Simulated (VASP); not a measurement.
All values below come from PW91 GGA, VASP's PBE PAW potentials (set 64) (plane waves; VASP 6.6.1).

The input files of a VASP run:

POSCAR:
```
Sb atom
1
   12.0000000000     0.0000000000     0.0000000000
    0.0000000000    12.5000000000     0.0000000000
    0.0000000000     0.0000000000    13.0000000000
Sb
1
Direct
  0.0000000000   0.0000000000   0.0000000000
```

INCAR:
```
ALGO = All
EDIFF = 1E-6
ENCUT = 520
GGA = 91
ISMEAR = 0
ISPIN = 2
ISYM = 0
LASPH = T
LCHARG = F
LMAXMIX = 4
LORBIT = 10
LREAL = F
LWAVE = F
MAGMOM = 3
NELM = 200
NUPDOWN = 3
PREC = Normal
SIGMA = 0.01
SYSTEM = Sb atom
```

### KPOINTS
```
Automatic mesh
0
Gamma
1 1 1
0 0 0
```

POTCAR, in this order: Sb (PBE.64 set). Program: vasp_gam. Read from the step before: WAVECAR.

The run wrote:

File OSZICAR:
```
       N       E                     dE             d eps       ncg     rms           ort
SDA:   1    -0.134294542472E+01   -0.13429E+01    0.00000E+00     8   0.302E-02   0.000E+00
CGA:   2    -0.134394227343E+01   -0.99685E-03   -0.10005E-02     8   0.374E-03  -0.273E-04
CGA:   3    -0.134405051569E+01   -0.10824E-03   -0.10896E-03     8   0.560E-04  -0.879E-05
CGA:   4    -0.134406947555E+01   -0.18960E-04   -0.19320E-04     8   0.140E-04  -0.273E-05
CGA:   5    -0.134407514084E+01   -0.56653E-05   -0.61332E-05     8   0.478E-05  -0.208E-05
CGA:   6    -0.134407661421E+01   -0.14734E-05   -0.15581E-05     8   0.110E-05  -0.676E-06
CGA:   7    -0.134407684035E+01   -0.22614E-06   -0.22940E-06     8   0.204E-06   0.117E-06
   1 F= -.13440768E+01 E0= -.13440768E+01  d E =-.446481E-37  mag=     3.0000
```

File OUTCAR:
```
------------------------ aborting loop because EDIFF is reached ----------------------------------------
  FORCE on cell =-STRESS in cart. coord.  units (eV):
  Direction    XX          YY          ZZ          XY          YZ          ZX
  --------------------------------------------------------------------------------------
  Total        0.0010092      0.0008060      0.0003259      0.0000000      0.0000000     -0.0000000
  in kB        0.0008292      0.0006623      0.0002678      0.0000000      0.0000000     -0.0000000
  external PRESSURE =       0.0005864 kB  Pullay stress =       0.0000000 kB
  volume of cell :     1950.00
      direct lattice vectors                 reciprocal lattice vectors
    12.000000000  0.000000000  0.000000000     0.083333333  0.000000000  0.000000000
     0.000000000 12.500000000  0.000000000     0.000000000  0.080000000  0.000000000
     0.000000000  0.000000000 13.000000000     0.000000000  0.000000000  0.076923077
 POSITION                                       TOTAL-FORCE (eV/Angst)
 -----------------------------------------------------------------------------------
      0.00000      0.00000      0.00000        -0.000000     -0.000001     -0.000000
 -----------------------------------------------------------------------------------
    total drift:                               -0.000000     -0.000001     -0.000000
  FREE ENERGIE OF THE ION-ELECTRON SYSTEM (eV)
  ---------------------------------------------------
  free  energy   TOTEN  =        -1.3440768403 eV

  energy  without entropy=       -1.3440768403  energy(sigma->0) =       -1.34407684

 total charge

# of ion       s       p       d       tot
------------------------------------------
    1        1.246   1.073   0.000   2.319

 magnetization (x)

# of ion       s       p       d       tot
------------------------------------------
    1       -0.007   1.073  -0.000   1.065
```
(Selected blocks of OUTCAR.)

File OUTCAR:
```
 val. band max:       -5.2986984150   @ k =   0.0000   0.0000   0.0000

 cond. band min:      -3.4588782757   @ k =   0.0000   0.0000   0.0000


 Fermi energy:        -5.2088542969

 spin component 1

 k-point     1 :       0.0000    0.0000    0.0000
  band No.  band energies     occupation
      1     -13.2382      1.00000
      2      -5.2988      1.00000
      3      -5.2987      1.00000
      4      -5.2987      1.00000
      5      -0.6107      0.00000
      6       0.5396      0.00000
      7       0.5897      0.00000
      8       0.6054      0.00000

 Fermi energy:       -11.4223301498

 spin component 2

 k-point     1 :       0.0000    0.0000    0.0000
  band No.  band energies     occupation
      1     -11.5112      1.00000
      2      -3.4589      0.00000
      3      -3.4588      0.00000
      4      -3.4587      0.00000
      5       0.1251      0.00000
      6       1.0022      0.00000
      7       1.0911      0.00000
      8       1.1209      0.00000
```

The atom may not be in its lowest state. Unless said otherwise, spin-orbit coupling is left out, though it shifts the bands of the heavy elements here.

The cell is a free atom in a box.
